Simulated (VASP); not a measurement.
The system is ScZn.

```
CELL_PARAMETERS angstrom
3.35000 0.00000 0.00000
0.00000 3.35000 0.00000
0.00000 0.00000 3.35000
ATOMIC_POSITIONS crystal
Sc 0.00000 0.00000 0.00000
Zn 0.50000 0.50000 0.50000
```

```yaml
Program: VASP 6.6.1
Task: relaxation of cell and atoms
Functional: LDA
Potentials_or_basis: VASP PAW LDA potentials, release 64 (Sc_sv, Zn)
Cutoff: 600 eV
k_mesh: 12 × 12 × 12
Occupations: gaussian, width 0.1 eV
Spin: no spin polarisation
```

At the start: pressure -6.3 GPa; volume 18.80 Å³/atom.

Problem. How do energy, volume and symmetry change on relaxing?

Solution. Over 3 steps the energy falls by 30.3 meV/atom and the volume is 17.35 Å³/atom (-7.7 %); space group Pm-3m (No. 221, to 0.05 Å).

The path:
```
step  energy change (eV)  largest force (eV/Å)  pressure (GPa)  volume (Å³)
   1              0.0000                0.0000           -6.27        37.60
   2             -0.0527                0.0000            2.72        33.74
   3             -0.0606                0.0000            0.03        34.69
```

Final structure:
```
Sc Zn
1.0
     3.26143    0.00000    0.00000
     0.00000    3.26143    0.00000
     0.00000    0.00000    3.26143
Sc Zn
1 1
Cartesian
  0.0000 0.0000 0.0000
  1.6307 1.6307 1.6307
```
